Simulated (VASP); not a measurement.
# Converging a slab model of Li(100)

Aim: find which settings matter for a slab model of Li(100), and what they cost.

Main program and level: VASP 6.6.1; PBEsol; plane waves and PAW (Li), in the first sound run; inputs show where later runs differ.

### Step 1. Set-up

The cell holds 7 atoms: 7 Li. Its edges and angles: a = 3.490 Å, b = 3.490 Å, c = 28.470 Å, α = 90.0°, β = 90.0°, γ = 90.0°. Vacuum lies along c.

### Step 2. The base run

The base run sets the number that all others are held against.

Input file INCAR:

```
SYSTEM = Li
PREC = Normal
ENCUT = 350
EDIFF = 1E-06
NELM = 120
ISMEAR = 1
SIGMA = 0.1
LREAL = .FALSE.
ALGO = Normal
GGA = PS
NBANDS = 10
LORBIT = 11
LWAVE = .FALSE.
LCHARG = .FALSE.
KPAR = 4
IDIPOL = 3
LDIPOL = .TRUE.
DIPOL = 0.5 0.5 0.5
LVHAR = .TRUE.
LVACPOTAV = .TRUE.
NEDOS = 1500
```

Input file POSCAR:

```
Li
1.0
    3.4900000000      0.0000000000      0.0000000000
    0.0000000000      3.4900000000      0.0000000000
    0.0000000000      0.0000000000     28.4700000000
Li
7
Direct
    0.0000000000      0.0000000000      0.3161222339
    0.5000000000      0.5000000000      0.3774148226
    0.0000000000      0.0000000000      0.4387074113
    0.5000000000      0.5000000000      0.5000000000
    0.0000000000      0.0000000000      0.5612925887
    0.5000000000      0.5000000000      0.6225851774
    0.0000000000      0.0000000000      0.6838777661
```

Input file KPOINTS:

```
Automatic mesh
0
Gamma
7 7 1
0 0 0
```

Potentials, in the order of the species: Li (PBE family, release 64).

Command:

```
$ mpirun -np 4 vasp_std
```

Log:

```text
[banner, memory and clock lines left out]
running    4 mpi-ranks, on    1 nodes
 distrk:  each k-point on    1 cores,    4 groups
 distr:  one band on    1 cores,    1 groups

 POSCAR found type information on POSCAR Li
 POSCAR found :  1 types and       7 ions
|                                                                             |
|               ----> ADVICE to this user running VASP <----                  |
|                                                                             |
|     You enforced a specific xc type in the INCAR file but a different       |
|     [... a line on the potential file left out ...]
|     I HOPE YOU KNOW WHAT YOU ARE DOING!                                     |
|                                                                             |

 LDA part: xc-table for (Slater+PW92), standard interpolation
 POSCAR, INCAR and KPOINTS ok, starting setup
 FFT: planning ... GRIDC
 FFT: planning ... GRID_SOFT
 FFT: planning ... GRID
 WAVECAR not read
 entering main loop
       N       E                     dE             d eps       ncg     rms          rms(c)
DAV:   1    -0.557000783445E+01   -0.55700E+01   -0.13390E+03   200   0.274E+02
DAV:   2    -0.138446166611E+02   -0.82746E+01   -0.81161E+01   324   0.371E+01
DAV:   3    -0.141971739681E+02   -0.35256E+00   -0.32736E+00   244   0.753E+00
DAV:   4    -0.142099761579E+02   -0.12802E-01   -0.12799E-01   322   0.178E+00
DAV:   5    -0.142103086572E+02   -0.33250E-03   -0.33250E-03   294   0.229E-01    0.164E+00
DAV:   6    -0.132837379709E+02    0.92657E+00   -0.10927E+01   244   0.478E+00    0.136E+00
DAV:   7    -0.130474691915E+02    0.23627E+00   -0.20471E+00   248   0.251E+00    0.523E-01
DAV:   8    -0.129678385829E+02    0.79631E-01   -0.10291E+00   218   0.165E+00    0.450E-01
DAV:   9    -0.129802828416E+02   -0.12444E-01   -0.92298E-01   252   0.151E+00    0.278E-01
DAV:  10    -0.129447452819E+02    0.35538E-01   -0.13385E-01   264   0.607E-01    0.769E-02
DAV:  11    -0.129425384993E+02    0.22068E-02   -0.23785E-02   300   0.334E-01    0.570E-02
DAV:  12    -0.129446741018E+02   -0.21356E-02   -0.38692E-03   228   0.204E-01    0.246E-02
DAV:  13    -0.129452905576E+02   -0.61646E-03   -0.95051E-04   244   0.715E-02    0.206E-02
DAV:  14    -0.129461727170E+02   -0.88216E-03   -0.81120E-04   214   0.663E-02    0.671E-03
DAV:  15    -0.129463686957E+02   -0.19598E-03   -0.18445E-04   256   0.339E-02    0.699E-03
DAV:  16    -0.129464478878E+02   -0.79192E-04   -0.11315E-04   234   0.244E-02    0.146E-03
DAV:  17    -0.129464681415E+02   -0.20254E-04   -0.64617E-06   250   0.102E-02    0.887E-04
DAV:  18    -0.129464737388E+02   -0.55974E-05   -0.22526E-06   216   0.362E-03    0.538E-04
DAV:  19    -0.129464894929E+02   -0.15754E-04   -0.12444E-06   214   0.243E-03    0.561E-04
DAV:  20    -0.129464965177E+02   -0.70248E-05   -0.93141E-07   206   0.172E-03    0.183E-04
DAV:  21    -0.129464983356E+02   -0.18179E-05   -0.12169E-07   190   0.713E-04    0.949E-05
DAV:  22    -0.129464986486E+02   -0.31296E-06   -0.30952E-08   190   0.309E-04
|                                                                             |
|           W    W    AA    RRRRR   N    N  II  N    N   GGGG   !!!           |
|           W    W   A  A   R    R  NN   N  II  NN   N  G    G  !!!           |
|           W    W  A    A  R    R  N N  N  II  N N  N  G       !!!           |
|           W WW W  AAAAAA  RRRRR   N  N N  II  N  N N  G  GGG   !            |
|           WW  WW  A    A  R   R   N   NN  II  N   NN  G    G                |
|           W    W  A    A  R    R  N    N  II  N    N   GGGG   !!!           |
|                                                                             |
|     Did not find any points to average over, which means that no vacuum     |
|     field-free region was found. Please increase the size of  your cell     |
|     in the dimension of the dipole correction to obtain accurate            |
|     workfunction values.                                                    |
|                                                                             |

   1 F= -.12946499E+02 E0= -.12948187E+02  d E =0.506516E-02
```

It took 4.2 s on 4 MPI ranks of Intel Xeon 6975P-C (Granite Rapids), shared host; peak memory 0.69 GiB; 14 s of CPU time.

The logs omit lines about the potential files and the build; timing stands in the text.

OUTCAR, selected parts (step 2):

```text
ion  position               nearest neighbor table
   1  0.000  0.000  0.316-   2 3.02   2 3.02   2 3.02   2 3.02
   2  0.500  0.500  0.377-   1 3.02   3 3.02   1 3.02   3 3.02   1 3.02   3 3.02   1 3.02   3 3.02

  LATTYP: Found a simple tetragonal cell.
 ALAT       =     3.4900000000
 C/A-ratio  =     8.1575931232

 Subroutine GETGRP returns: Found 16 space group operations
 (whereof 16 operations were pure point group operations)

The static configuration has the point symmetry D_4h.

 Found     10 irreducible k-points:

   k-points           NKPTS =     10   k-points in BZ     NKDIM =     10   number of bands    NBANDS=     10

   dimension x,y,z NGX =    16 NGY =   16 NGZ =  140
   dimension x,y,z NGXF=    32 NGYF=   32 NGZF=  280

   ENCUT  =  350.0 eV  25.72 Ry    5.07 a.u.   5.32  5.32 43.43*2*pi/ulx,y,z

   NELECT =       7.0000    total number of electrons

 k-points in reciprocal lattice and weights: Automatic mesh
   0.00000000  0.00000000  0.00000000       0.020
   0.14285714  0.00000000  0.00000000       0.082
   0.28571429  0.00000000  0.00000000       0.082
   0.42857143  0.00000000  0.00000000       0.082
   0.14285714  0.14285714  0.00000000       0.082
   0.28571429  0.14285714  0.00000000       0.163
   0.42857143  0.14285714  0.00000000       0.163
   0.28571429  0.28571429  0.00000000       0.082
   0.42857143  0.28571429  0.00000000       0.163
   0.42857143  0.42857143  0.00000000       0.082

 dipolmoment           0.000000      0.000000     -0.000000 electrons x Angstroem

 average (electrostatic) potential at core
       1 -33.0115       2 -32.2281       3 -32.1727       4 -32.1410       5 -32.1727
       6 -32.2281       7 -33.0115

 E-fermi :  -1.4876

 k-point     1 :       0.0000    0.0000    0.0000
  band No.  band energies     occupation
      1      -4.8869      2.00000
      2      -4.5046      2.00000
      3      -3.7833      2.00000
      4      -2.8356      2.00000
      5      -1.8109      2.00005
      6      -0.7914     -0.00000
      7       0.3397     -0.00000
      8       1.3812      0.00000
      9       1.4816      0.00000
     10       2.4208      0.00000

 k-point     2 :       0.1429    0.0000    0.0000
  band No.  band energies     occupation
      1      -4.6960      2.00000
      2      -4.3139      2.00000
      3      -3.5932      2.00000
      4      -2.6457      2.00000
      5      -1.6197      2.06843
      6      -0.6019     -0.00000
      7       0.5147      0.00000
      8       1.5343      0.00000
      9       1.6944      0.00000
     10       2.2106      0.00000

 k-point     3 :       0.2857    0.0000    0.0000
  band No.  band energies     occupation
      1      -4.1208      2.00000
      2      -3.7419      2.00000
      3      -3.0296      2.00000
      4      -2.1024      2.00000
      5      -1.1324     -0.00001
      6      -0.3304     -0.00000
      7      -0.0625     -0.00000
      8       0.8271      0.00000
      9       0.9658      0.00000
    ...

  Total       -0.9083274     -0.9083274     -0.5623324      0.0000000      0.0000000     -0.0000000
  in kB       -4.1967654     -4.1967654     -2.5981569      0.0000000      0.0000000     -0.0000000
  external PRESSURE =      -3.6638959 kB  Pullay stress =       0.0000000 kB

  energy-cutoff  :      350.00
  volume of cell :      346.77
      direct lattice vectors                 reciprocal lattice vectors
     3.490000000  0.000000000  0.000000000     0.286532951  0.000000000  0.000000000
     0.000000000  3.490000000  0.000000000     0.000000000  0.286532951  0.000000000
     0.000000000  0.000000000 28.470000000     0.000000000  0.000000000  0.035124693

 POSITION                                       TOTAL-FORCE (eV/Angst)
 -----------------------------------------------------------------------------------
      0.00000      0.00000      9.00000        -0.000000      0.000000     -0.024463
      1.74500      1.74500     10.74500         0.000000     -0.000000      0.114028
      0.00000      0.00000     12.49000         0.000000     -0.000000      0.005971
      1.74500      1.74500     14.23500         0.000000      0.000000      0.000000
      0.00000      0.00000     15.98000        -0.000000     -0.000000     -0.005971
      1.74500      1.74500     17.72500        -0.000000     -0.000000     -0.114028
      0.00000      0.00000     19.47000         0.000000      0.000000      0.024463
 -----------------------------------------------------------------------------------
    total drift:                                0.000000      0.000000     -0.000000

  FREE ENERGIE OF THE ION-ELECTRON SYSTEM (eV)
  ---------------------------------------------------
  free  energy   TOTEN  =       -12.9464986486 eV

  energy  without entropy=      -12.9515638037  energy(sigma->0) =      -12.94818703

 vacuum level on the upper side and lower side of the slab         1.548         1.548

 total charge
# of ion       s       p       d       tot
------------------------------------------
    1        0.104   0.060   0.000   0.164
    2        0.111   0.096   0.000   0.207
    3        0.112   0.093   0.000   0.204
    4        0.111   0.094   0.000   0.205
    5        0.112   0.093   0.000   0.204
    6        0.111   0.096   0.000   0.207
    7        0.104   0.060   0.000   0.164
--------------------------------------------------
tot          0.764   0.592   0.000   1.356

[... 3 further parts left out ...]
```

This run has no spin polarisation. Its electron count is odd, so without a moment it is a metal by construction. The PAW data sets were made with PBE, which is usual practice but a small mismatch for other functionals.

This step gave:

```yaml
electronic_cycles: 22
electrons: 7
free_energy_toten: -12.95 eV
energy_at_zero_smearing: -12.95 eV
fermi_energy: -1.488 eV
labelled_metallic_from_the_levels_on_this_mesh: yes
dipole_moment: 0, 0, 0 e·Å
vacuum_levels: 1.548, 1.548 eV
work_functions_of_the_upper_and_lower_face: 3.036, 3.036 eV
highest_filled_level_below_the_vacuum: 3.036 eV
```

The planar average of the electrostatic potential oscillates, so the rows of the table below give means over windows of 1.73 Å about each position, cut where the curve ends. Its maxima inside the range that stand out by 2 % of the span (Å: eV): 10.0: 0.492, 11.7: 0.611, 13.4: 0.667, 15.0: 0.667, 16.8: 0.611, 18.5: 0.492. Its minima: 8.9: -1.78, 10.8: -1.33, 12.5: -1.31, 14.2: -1.28, 16.0: -1.31, 17.7: -1.33, 19.5: -1.78.

Zero at the Fermi level. Table of planar average of the electrostatic potential by height; means over each step:

height (Å), planar average of the electrostatic potential (eV) and a bar from the least value:
```
     0.86       3.04 ##############################
     2.59       3.04 ##############################
     4.32       3.03 ##############################
     6.05       2.96 #############################
     7.78       1.59 ##################
     9.51      -0.59 
    11.24      -0.32 ##
    12.97      -0.28 ###
    14.70      -0.27 ###
    16.43      -0.31 ##
    18.16      -0.41 ##
    19.89      -0.20 ###
    21.62       2.73 ###########################
    23.35       3.02 ##############################
    25.08       3.04 ##############################
    26.81       3.04 ##############################
```

Density of states in the PAW spheres, an atom over height of the layer and energy from the Fermi level.

Ten even steps from '_' (0.000 states/eV) to '@' (0.145 states/eV), each cell a mean:
```
%%@@@@@@@@@@%%
##%%%%%%%%%%##
++++++++++++++
==--==++==--==
++++==--==++++
--====++====--
--------------
::----::----::
..--::::::--..
__..::::::..__
______________
______________
______________
______________
______________
______________
______________
______________
______________
______________
______________
______________
```
Columns: height of the layer (Å) from 9 to 19.5; rows upwards: energy from the Fermi level (eV) from -7.9 to 0.5.

Force by atom:

```csv
atom,x (eV/Å),y (eV/Å),z (eV/Å),size
Li1,0.000,0.000,-0.024,0.024
Li2,0.000,0.000,0.114,0.114
Li3,0.000,0.000,0.006,0.006
Li4,0.000,0.000,0.000,0.000
Li5,0.000,0.000,-0.006,0.006
Li6,0.000,0.000,-0.114,0.114
Li7,0.000,0.000,0.024,0.024
```

The highest filled level lies 3.04 eV below the vacuum at the upper face.

Only the dipole across the slab is computed (IDIPOL = 3); zeros along the plane are no results.

The map of layer states is cut here 0.5 eV above the Fermi level, so it leaves out the states above that.

### Step 3. Another mesh, mesh points along a 2, k-mesh 2×2×1

The mesh decides how well the Fermi level or the band edge is found.

Changes to INCAR since step 2:

```diff
@@ -14,3 +14,3 @@
 LCHARG = .FALSE.
-KPAR = 4
+NCORE = 4
 IDIPOL = 3
@@ -20,2 +20 @@
 LVACPOTAV = .TRUE.
-NEDOS = 1500
```

POSCAR is that of step 2.

Input file KPOINTS:

```
Automatic mesh
0
Gamma
2 2 1
0 0 0
```

Command:

```
$ mpirun -np 4 vasp_std
```

Log:

```text
[banner, memory and clock lines left out]
running    4 mpi-ranks, on    1 nodes
 distrk:  each k-point on    4 cores,    1 groups
 distr:  one band on    4 cores,    1 groups

 POSCAR found type information on POSCAR Li
 POSCAR found :  1 types and       7 ions
 [... a notice as in an earlier step ...]

 LDA part: xc-table for (Slater+PW92), standard interpolation
 POSCAR, INCAR and KPOINTS ok, starting setup
 FFT: planning ... GRIDC
 FFT: planning ... GRID_SOFT
 FFT: planning ... GRID
 WAVECAR not read
 entering main loop
       N       E                     dE             d eps       ncg     rms          rms(c)
DAV:   1    -0.262754829423E+01   -0.26275E+01   -0.14786E+03    60   0.273E+02
DAV:   2    -0.136180259018E+02   -0.10990E+02   -0.94672E+01    78   0.426E+01
DAV:   3    -0.139481990778E+02   -0.33017E+00   -0.32976E+00    86   0.828E+00
DAV:   4    -0.139617021621E+02   -0.13503E-01   -0.13503E-01   100   0.196E+00
DAV:   5    -0.139618258057E+02   -0.12364E-03   -0.12364E-03    92   0.186E-01    0.197E+00
DAV:   6    -0.129584384796E+02    0.10034E+01   -0.15993E+01    92   0.505E+00    0.215E+00
DAV:   7    -0.124900991553E+02    0.46834E+00   -0.74637E+00    80   0.361E+00    0.102E+00
DAV:   8    -0.123559519322E+02    0.13415E+00   -0.39035E+00    66   0.210E+00    0.112E+00
DAV:   9    -0.122435688757E+02    0.11238E+00   -0.22264E+00    76   0.184E+00    0.390E-01
DAV:  10    -0.122242255654E+02    0.19343E-01   -0.15174E-01    86   0.685E-01    0.143E-01
DAV:  11    -0.122443119183E+02   -0.20086E-01   -0.10601E-01    78   0.551E-01    0.319E-01
DAV:  12    -0.122269451563E+02    0.17367E-01   -0.45761E-02    72   0.346E-01    0.834E-02
DAV:  13    -0.122272644909E+02   -0.31933E-03   -0.21523E-03    88   0.145E-01    0.675E-02
DAV:  14    -0.122275877976E+02   -0.32331E-03   -0.32681E-03    82   0.102E-01    0.205E-02
DAV:  15    -0.122275862297E+02    0.15679E-05   -0.58825E-04    76   0.594E-02    0.224E-02
DAV:  16    -0.122277842342E+02   -0.19800E-03   -0.26707E-04    80   0.423E-02    0.729E-03
DAV:  17    -0.122277927051E+02   -0.84709E-05   -0.60423E-05    72   0.167E-02    0.540E-03
DAV:  18    -0.122277979520E+02   -0.52470E-05   -0.76409E-06    80   0.941E-03    0.242E-03
DAV:  19    -0.122277963916E+02    0.15604E-05   -0.67197E-06    80   0.568E-03    0.132E-03
DAV:  20    -0.122278010404E+02   -0.46487E-05   -0.39619E-06    90   0.416E-03    0.161E-03
DAV:  21    -0.122278057721E+02   -0.47317E-05   -0.69252E-07    72   0.228E-03    0.844E-04
DAV:  22    -0.122278082124E+02   -0.24404E-05   -0.51422E-07    72   0.142E-03    0.428E-04
DAV:  23    -0.122278091698E+02   -0.95742E-06   -0.13230E-07    72   0.810E-04
 [... a notice as in an earlier step ...]

   1 F= -.12227809E+02 E0= -.12223234E+02  d E =-.137249E-01
```

Wall time 1.8 s (4 MPI ranks); peak memory 0.45 GiB.

OUTCAR, selected parts (step 3):

```text
The static configuration has the point symmetry D_4h.

 Found      3 irreducible k-points:

   k-points           NKPTS =      3   k-points in BZ     NKDIM =      3   number of bands    NBANDS=     10

   NELECT =       7.0000    total number of electrons

 E-fermi :  -1.8035

 k-point     1 :       0.0000    0.0000    0.0000
  band No.  band energies     occupation
      1      -5.0044      2.00000
      2      -4.5825      2.00000
      3      -3.9667      2.00000
      4      -2.9888      2.00000
      5      -1.9360      2.06823
      6      -0.9323     -0.00000
      7       0.2346      0.00000
      8       1.3522      0.00000
      9       1.5421      0.00000
     10       2.3896      0.00000

 k-point     2 :       0.5000    0.0000    0.0000
  band No.  band energies     occupation
      1      -2.6552      2.00000
      2      -2.6246      2.00000
      3      -2.2686      2.00000
      4      -2.2399      2.00000
      5      -1.7907      0.78518
      6      -1.7457      0.18071
      7      -1.3786     -0.00000
      8       0.5426      0.00000
      9       0.6948      0.00000
     10       1.9016      0.00000

  Total       -0.3207534     -0.3207534     -0.8931074      0.0000000      0.0000000      0.0000000
  in kB       -1.4819841     -1.4819841     -4.1264438      0.0000000      0.0000000      0.0000000
  external PRESSURE =      -2.3634707 kB  Pullay stress =       0.0000000 kB

 POSITION                                       TOTAL-FORCE (eV/Angst)
 -----------------------------------------------------------------------------------
      0.00000      0.00000      9.00000        -0.000000     -0.000000      0.061089
      1.74500      1.74500     10.74500        -0.000000      0.000000      0.106500
      0.00000      0.00000     12.49000        -0.000000     -0.000000     -0.141394
      1.74500      1.74500     14.23500        -0.000000     -0.000000      0.000000
      0.00000      0.00000     15.98000        -0.000000     -0.000000      0.141394
      1.74500      1.74500     17.72500        -0.000000     -0.000000     -0.106500
      0.00000      0.00000     19.47000         0.000000      0.000000     -0.061089
 -----------------------------------------------------------------------------------
    total drift:                               -0.000000     -0.000000     -0.000000

  FREE ENERGIE OF THE ION-ELECTRON SYSTEM (eV)
  ---------------------------------------------------
  free  energy   TOTEN  =       -12.2278091698 eV

  energy  without entropy=      -12.2140842405  energy(sigma->0) =      -12.22323419

 vacuum level on the upper side and lower side of the slab         1.695         1.695

 total charge
# of ion       s       p       d       tot
------------------------------------------
    1        0.097   0.064   0.000   0.161
    2        0.114   0.096   0.000   0.210
    3        0.109   0.097   0.000   0.206
    4        0.106   0.096   0.000   0.202
    5        0.109   0.097   0.000   0.206
    6        0.114   0.096   0.000   0.210
    7        0.097   0.064   0.000   0.161
--------------------------------------------------
tot          0.744   0.611   0.000   1.355

[... 7 parts as in an earlier step ...]

[... 3 further parts left out ...]
```

This step gave:

- electronic cycles: 23
- free energy (TOTEN): -12.23 eV
- energy at zero smearing: -12.22 eV
- Fermi energy: -1.804 eV
- vacuum levels: 1.695, 1.695 eV
- work functions of the upper and lower face: 3.498, 3.498 eV
- highest filled level below the vacuum: 3.498 eV

Force by atom:

```csv
atom,x (eV/Å),y (eV/Å),z (eV/Å),size
Li1,0.000,0.000,0.061,0.061
Li2,0.000,0.000,0.106,0.106
Li3,0.000,0.000,-0.141,0.141
Li4,0.000,0.000,0.000,0.000
Li5,0.000,0.000,0.141,0.141
Li6,0.000,0.000,-0.106,0.106
Li7,0.000,0.000,-0.061,0.061
```

Against the base run its depth below the vacuum changes by +0.46 eV and the energy by +103.6 meV an atom.

[end of part 1 of 4]

[Lines on the potential files, build, host, timing and source positions are cut from VASP's logs without a mark.]

[Logs are printed without paths, hosts, clocks, repeated set-up lines and the standing remarks that a program may print on its own settings, such as how far it seeks lower states.]

[Hosts, paths, dates, database ids (printed as entryN), source tags and the programs' standing remarks are cut or masked in the printed files.]

[In band tables of VASP the shares of atoms and orbitals are scaled to a sum of 1 inside the atoms' spheres.]

[Runs that stopped without an error message from VASP are left out.]
